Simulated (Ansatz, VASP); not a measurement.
**K3Ge in VASP and in Ansatz**

Contents of INCAR:

```
  PREC = Accurate
  ENCUT = 520
  EDIFF = 1E-6
  ISMEAR = 0
  SIGMA = 0.1
  LREAL = F
  LASPH = T
  NELM = 100
  ALGO = Fast
  ISIF = 2
  LWAVE = F
  LCHARG = T
  GGA = PE
  LELF = T
  LVHAR = T
  NBANDS = 28
```

KPOINTS

```
Automatic mesh
0
Gamma
  4 4 4
```

POSCAR

```
K3Ge
1.0
    0.0000000000      4.3110110000      4.3110110000
    4.3110110000      0.0000000000      4.3110110000
    4.3110110000      4.3110110000      0.0000000000
K Ge
3 1
Direct
    0.2500000000      0.2500000000      0.2500000000
    0.7500000000      0.7500000000      0.7500000000
    0.5000000000      0.5000000000      0.5000000000
    0.0000000000      0.0000000000      0.0000000000
```

Input for Ansatz:

```yaml
crystal:
  lattice:
    - [0.0, 4.311011, 4.311011]
    - [4.311011, 0.0, 4.311011]
    - [4.311011, 4.311011, 0.0]
  atoms:
    - { symbol: K, position: [0.25, 0.25, 0.25] }
    - { symbol: K, position: [0.75, 0.75, 0.75] }
    - { symbol: K, position: [0.5, 0.5, 0.5] }
    - { symbol: Ge, position: [0.0, 0.0, 0.0] }
basis:
  ecutwfc: 420
kpoints:
  mp_grid: { grid: [4, 4, 4] }
hamiltonian:
  xc: pbe
scf:
  occupations: { method: gaussian, width: 0.1 }
output:
  forces: true
  stress: true
  eigenvalues: true
```

Alike in both runs: task single point; functional PBE; k mesh 4 × 4 × 4; occupations gaussian, width 0.1 eV; no spin polarisation.

|  | VASP | Ansatz |
| --- | --- | --- |
| version | VASP 6.6.1 | Ansatz 0.2.0 |
| potentials or method | VASP PAW PBE potentials, release 64 (K_sv, Ge_d) | scalar-relativistic, plane waves, PAW |
| plane-wave cutoff (eV) | 520 | 420 |
| valence electrons in the cell | 41 | 41 |

```csv
,VASP,Ansatz,Ansatz less VASP
gap on the k mesh at the Fermi level (eV),none,none,-
pressure (GPa),0.0,0.0,+0.01
```

A gap of «none» marks a metal or a gap that the smearing closes. With one functional, cell and mesh, what is left measures potentials, basis and numerics.
